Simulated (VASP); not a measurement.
# CuPb (Fm-3m) in VASP: phonons with LDA

Aim: the phonons of CuPb with LDA.

Program: VASP 6.6.1. These are calculated values, not measurements. Logs are shortened: lines on timing, memory, paths and dates and some standing lists are left out, and cuts for length are marked.

### Step 1. The structure

The structure is cubic, space group Fm-3m (No. 225). The conventional cell has a = 5.226 Å, b = 5.226 Å, c = 5.226 Å, α = 90.00°, β = 90.00°, γ = 90.00°. Cu (site symmetry m-3m) is surrounded by 6 Pb at 2.61 Å. Pb (site symmetry m-3m) is surrounded by 6 Cu at 2.61 Å.

The cell was built by a generator and needn't be a form met in nature.

### Step 2. Phonons, LDA

The input, POSCAR:

```
CuPb
1.0
    0.0000000000      2.6129065500      2.6129065500
    2.6129065500      0.0000000000      2.6129065500
    2.6129065500      2.6129065500      0.0000000000
Cu Pb
1 1
Direct
    0.0000000000      0.0000000000      0.0000000000
    0.5000000000      0.5000000000      0.5000000000
```

The input, INCAR.step1:

```
SYSTEM = CuPb
  PREC = Single
  ENCUT = 600
  EDIFF = 1E-8
  ISMEAR = -5
  SIGMA = 0.2
  LREAL = .FALSE.
  LASPH = .TRUE.
  NELM = 100
  ALGO = Normal
  ISIF = 3
  LWAVE = .FALSE.
  LCHARG = .FALSE.
  GGA = CA
  IBRION = 2
  NSW = 40
  EDIFFG = -0.002
```

The input, INCAR.step2:

```
SYSTEM = CuPb
  PREC = Single
  ENCUT = 600
  EDIFF = 1E-8
  ISMEAR = -5
  SIGMA = 0.2
  LREAL = .FALSE.
  LASPH = .TRUE.
  NELM = 100
  ALGO = Normal
  ISIF = 2
  LWAVE = .FALSE.
  LCHARG = .FALSE.
  GGA = CA
  IBRION = 8
  NSW = 1
```

The input, KPOINTS:

```
Automatic mesh
0
G
  7 7 7
  0 0 0
```

Potentials or basis: VASP PAW LDA potentials, release 64 (Cu, Pb_d).

Started as:

```sh
$ cat potpaw_LDA.64/Cu/POTCAR potpaw_LDA.64/Pb_d/POTCAR > POTCAR
$ cp INCAR.step1 INCAR
$ mpirun -np 1 vasp_std > vasp.out
$ cp CONTCAR POSCAR
$ cp INCAR.step2 INCAR
$ mpirun -np 1 vasp_std > vasp.out
```

OUTCAR:

```text
SYSTEM = CuPb
   PREC = Single
   ENCUT = 600
   EDIFF = 1E-8
   ISMEAR = -5
   LREAL = .FALSE.
   LASPH = .TRUE.
   NELM = 100
   ISIF = 2
   GGA = CA
   IBRION = 8
   NSW = 1

 ion  position               nearest neighbor table
   1  0.000  0.000  0.000-   2 2.73   2 2.73   2 2.73   2 2.73   2 2.73   2 2.73
   2  0.500  0.500  0.500-   1 2.73   1 2.73   1 2.73   1 2.73   1 2.73   1 2.73

  LATTYP: Found a face centered cubic cell.
 ALAT       =     5.4521044253

  Lattice vectors:

 A1 = (   0.0000000000,   2.7260522126,   2.7260522126)
 A2 = (   2.7260522126,   0.0000000000,   2.7260522126)
 A3 = (   2.7260522126,   2.7260522126,   0.0000000000)

Analysis of symmetry for initial positions (statically):
=====================================================================
 Subroutine PRICEL returns:
 Original cell was already a primitive cell.

 Routine SETGRP: Setting up the symmetry group for a
 face centered cubic supercell.

 Subroutine GETGRP returns: Found 48 space group operations
 (whereof 48 operations were pure point group operations)
 out of a pool of 48 trial point group operations.

The static configuration has the point symmetry O_h .

Analysis of symmetry for dynamics (positions and initial velocities):
=====================================================================
 Subroutine PRICEL returns:
 Original cell was already a primitive cell.

 Routine SETGRP: Setting up the symmetry group for a
 face centered cubic supercell.

 Subroutine GETGRP returns: Found 48 space group operations
 (whereof 48 operations were pure point group operations)
 out of a pool of 48 trial point group operations.

The dynamic configuration has the point symmetry O_h .

 Subroutine INISYM returns: Found 48 space group operations
 (whereof 48 operations are pure point group operations),
 and found     1 'primitive' translations

[... 536 lines left out ...]
  in kB        1.0115083      1.0115083      1.0115083      0.0000000      0.0000000     -0.0000000
  external PRESSURE =       1.0115083 kB  Pullay stress =       0.0000000 kB

 VOLUME and BASIS-vectors are now :
 -----------------------------------------------------------------------------
  energy-cutoff  :      600.00
  volume of cell :       40.52
      direct lattice vectors                 reciprocal lattice vectors
     0.000000000  2.726052213  2.726052213    -0.183415416  0.183415416  0.183415416
     2.726052213  0.000000000  2.726052213     0.183415416 -0.183415416  0.183415416
     2.726052213  2.726052213  0.000000000     0.183415416  0.183415416 -0.183415416

 POSITION                                       TOTAL-FORCE (eV/Angst)
 -----------------------------------------------------------------------------------
      0.00000      0.00000      0.00000         0.000000     -0.000000      0.000000
      2.72605      2.72605      2.72605        -0.000000      0.000000     -0.000000
 -----------------------------------------------------------------------------------
    total drift:                                0.000000      0.000000      0.000000

  FREE ENERGIE OF THE ION-ELECTRON SYSTEM (eV)
  ---------------------------------------------------
  free  energy   TOTEN  =        -8.2895290918 eV

  energy  without entropy=       -8.2895290918  energy(sigma->0) =       -8.28952909

[... ionic steps 2 to 3 ...]

--------------------------------------- Ionic step        4  -------------------------------------------

------------------------ aborting loop because EDIFF is reached ----------------------------------------

[... ionic steps 5 to 6 ...]

--------------------------------------- Ionic step        7  -------------------------------------------

 Free energy of the ion-electron system (eV)
  ---------------------------------------------------
  ---------------------------------------------------
  free energy    TOTEN  =        -0.32836622 eV

  energy without entropy =       -0.32836622

------------------------ aborting loop because EDIFF is reached ----------------------------------------

 INTERNAL STRAIN TENSOR  FOR ION    2  DIRECTION 1   (eV/Angst):
 -----------------------------------------------------------------------------
     0.10374 -0.00000 -0.00000
     0.00000 -0.06509  0.00000
     0.00000  0.00000 -0.06509

 INTERNAL STRAIN TENSOR FOR ION    2 for displacements in x,y,z  (eV/Angst):
          X           Y           Z          XY          YZ          ZX
  --------------------------------------------------------------------------------
  x     0.00000     0.00000     0.00000     0.00000     0.00000     0.00000
  y     0.00000     0.00000     0.00000     0.00000     0.00000     0.00000
  z     0.00000     0.00000     0.00000     0.00000     0.00000     0.00000

 SECOND DERIVATIVES (NOT SYMMETRIZED)
 ------------------------------------
               1X          1Y          1Z          2X          2Y          2Z
  1X    -3.363972    0.000000    0.000000    3.363972    0.000000    0.000000
  1Y     0.000000   -3.363972    0.000000    0.000000    3.363972    0.000000
  1Z     0.000000    0.000000   -3.363972    0.000000    0.000000    3.363972
  2X     3.351951    0.000000    0.000000   -3.351951    0.000000    0.000000
  2Y     0.000000    3.351951    0.000000    0.000000   -3.351951    0.000000
  2Z     0.000000    0.000000    3.351951    0.000000    0.000000   -3.351951

 Eigenvectors and eigenvalues of the dynamical matrix
 ----------------------------------------------------

   1 f  =    4.109953 THz    25.823597 2PiTHz  137.093278 cm-1    16.997393 meV
             X         Y         Z           dx          dy          dz
      0.000000  0.000000  0.000000    -0.000000   -0.000000   -0.875177
      2.726052  2.726052  2.726052    -0.000000   -0.000000    0.483803
[... 21 lines left out ...]
   6 f/i=    0.003115 THz     0.019572 2PiTHz    0.103902 cm-1     0.012882 meV
             X         Y         Z           dx          dy          dz
      0.000000  0.000000  0.000000     0.204145   -0.435233    0.054422
      2.726052  2.726052  2.726052     0.369290   -0.787317    0.098447

--------------------------------------------------------------------------------------------------------

 ELASTIC MODULI CONTR FROM IONIC RELAXATION (kBar)
 Direction    XX          YY          ZZ          XY          YZ          ZX
 --------------------------------------------------------------------------------
 XX           0.0000      0.0000      0.0000      0.0000      0.0000      0.0000
 YY           0.0000      0.0000      0.0000      0.0000      0.0000      0.0000
 ZZ           0.0000      0.0000      0.0000      0.0000      0.0000      0.0000
 XY           0.0000      0.0000      0.0000      0.0000      0.0000      0.0000
 YZ           0.0000      0.0000      0.0000      0.0000      0.0000      0.0000
 ZX           0.0000      0.0000      0.0000      0.0000      0.0000      0.0000
 --------------------------------------------------------------------------------
```

Wall time 3.4 min (1 thread of Intel Xeon Platinum 8375C at 2.90GHz (Ice Lake), shared host); peak memory 0.19 GiB.

The run converged, but some of its settings lie outside the range that counts as converged, so its numbers aren't taken as properties of the crystal.

What came out:

```yaml
Relaxed_volume: 20.26 Å³/atom
Relaxed_cell: a = 3.855 Å, b = 3.855 Å, c = 3.855 Å, α = 60.00°, β = 60.00°, γ = 60.00°
Space_group_after_relaxing_to_0.05_Å: Fm-3m (No. 225)
Highest_phonon_frequency_at_Γ_LO-TO_splitting_left_out: 137 cm⁻¹
```

### Step 3. The reference run

An earlier run on the cell as given: functional PBE; potentials or basis VASP PAW PBE potentials, release 64 (Cu, Pb_d); cutoff 520 eV; k mesh 9 × 9 × 9; occupations fermi-dirac, width 0.05 eV; no spin polarisation.

- Pressure: 22.2 GPa
- Band gap on the k mesh: none (metal or under the smearing width)
